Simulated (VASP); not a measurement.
An input for Ansatz (written as the equivalent of a VASP run, and not itself run):

Ansatz 0.2 input:
```yaml
crystal:
  lattice:
    - [0.0000000, 1.7886355, 1.7886355]
    - [1.7886355, 0.0000000, 1.7886355]
    - [1.7886355, 1.7886355, 0.0000000]
  atoms:
    - { symbol: B, position: [0.0000000, 0.0000000, 0.0000000] }
    - { symbol: N, position: [0.2500000, 0.2500000, 0.2500000] }
kpoints:
  mp_grid: { grid: [12, 12, 12] }
hamiltonian:
  xc: pbesol
  pseudopotentials: { kind: paw }
scf:
  occupations: { method: gaussian, width: 0.05 }
  max_iter: 100
relax:
  max_steps: 40
  f_tol: 0.01
  cell: { p_target: 10 }
output: { forces: true, stress: true, eigenvalues: true }
```

**Question.** Write the VASP files for the same calculation (PBEsol).

**Answer.** This is not unique; one that fits is 
File POSCAR:
```
BN
1.0
  0.0000000000   1.7886354663   1.7886354663
  1.7886354663   0.0000000000   1.7886354663
  1.7886354663   1.7886354663   0.0000000000
B N
1 1
Cartesian
  0.0000000000   0.0000000000   0.0000000000
  0.8943177331   0.8943177331   0.8943177331
```

### KPOINTS
```
Automatic mesh
0
Gamma
12 12 12
0 0 0
```

**INCAR**
```
SYSTEM = BN
PREC = Accurate
ENCUT = 600
EDIFF = 1E-7
NELM = 100
ALGO = Normal
LREAL = .FALSE.
LASPH = .TRUE.
ISMEAR = 0
SIGMA = 0.05
GGA = PS
LWAVE = .FALSE.
LCHARG = .FALSE.
ISIF = 3
IBRION = 2
NSW = 40
EDIFFG = -0.01
PSTRESS = 100
```

POTCAR, in this order: B N (PBE.64 set). Program: vasp_std.

What does not carry over: each code has its own PAW files, so the cut-off isn't converted (ENCUT is set for VASP's; basis.ecutwfc is left out, and Ansatz then takes the one that its files recommend); Ansatz stops its SCF on the density residual and VASP on the energy change (EDIFF).

The compound is BN in the zinc blende structure. It was relaxed first under an external pressure of 10 GPa.
